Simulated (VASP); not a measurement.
```xyz
8
Lattice="4.8083 0.0000 0.0000 0.0000 4.8083 0.0000 0.0000 0.0000 4.8083" Properties=species:S:1:pos:R:3 pbc="T T T"
Si     2.4041     2.4041     2.4041
Si     0.0000     0.0000     0.0000
Mo     1.2021     0.0000     2.4041
Mo     2.4041     1.2021     0.0000
Mo     2.4041     3.6062     0.0000
Mo     3.6062     0.0000     2.4041
Mo     0.0000     2.4041     3.6062
Mo     0.0000     2.4041     1.2021
```

The numbers are results of PBEsol GGA, VASP's PBE PAW potentials (set 64) (plane waves; VASP), not measurements. Run with 500 eV cut-off, 7×7×7 Γ-centred mesh, first-order Methfessel-Paxton smearing of 0.10 eV, potentials Si Mo_sv.

Energy and stress use the plane-wave basis of the starting cell.

Task: The ions, cell shape and volume at an external pressure of 20.0 GPa are relaxed. What does this cell relax into?

Result: 
```xyz
8
Lattice="4.7601 0.0000 0.0000 0.0000 4.7601 0.0000 0.0000 0.0000 4.7601" Properties=species:S:1:pos:R:3 pbc="T T T"
Si     2.3800     2.3800     2.3800
Si     4.7601     0.0000     0.0000
Mo     1.1900     4.7601     2.3800
Mo     2.3800     1.1900     0.0000
Mo     2.3800     3.5701     4.7601
Mo     3.5701     4.7601     2.3800
Mo     4.7601     2.3800     3.5701
Mo     4.7601     2.3800     1.1900
```
Space group Pm-3n (223), at a tolerance of 0.03 Å.

Task: How do energy and volume change from the first to the last step?

Result: The energy (σ→0) changes by +38.2 meV/atom and the volume by -3.0 %, in 4 ionic steps.

The compound is Mo3Si in the A15 structure. This run relaxes it under an external pressure of 20 GPa. Symmetry was kept, so distortions that lower it aren't found.
